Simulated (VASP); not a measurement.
OSZICAR of a VASP run on LiMg31O31:

**OSZICAR**
```
       N       E                     dE             d eps       ncg     rms          rms(c)
DAV:   1    -0.362104588668E+03   -0.36210E+03   -0.87768E-06   664   0.114E-02    0.176E-03
RMM:   2    -0.362104588383E+03    0.28503E-06   -0.13049E-06   435   0.295E-03    0.118E-03
RMM:   3    -0.362104588139E+03    0.24423E-06   -0.92796E-07   493   0.170E-03    0.839E-04
RMM:   4    -0.362104588133E+03    0.59736E-08   -0.16821E-07   316   0.710E-04
   1 F= -.36210459E+03 E0= -.36210459E+03  d E =-.301630E-17  mag=     2.0000
```

Task: Which electronic solver shows in the log?

Result: It is blocked Davidson (ALGO = Normal, or the opening steps of other solvers) and then RMM-DIIS (ALGO = Fast or VeryFast). The INCAR had ALGO = Fast.

Task: How was spin treated?

Result: Collinear spin (ISPIN = 2): the summary line carries one mag value, 2.00 μB in the cell.

Task: Can the final energy be trusted as converged?

Result: Self-consistency was reached. It stopped with EDIFF = 1E-6, NELM = 100 (PBE GGA, plane waves, VASP's PBE PAW potentials (set 64)).  The cell is charged, with a uniform compensating background.  The supercell is sampled at Γ alone, which is coarse: total energies, pressure and levels can be off, energies of defects by several tenths of an eV.

The cell is a supercell with a defect, built from MgO (rock salt): Li_Mg-vac_O, charge -1. The total moment is imposed (NUPDOWN), so this need not be the lowest spin state.
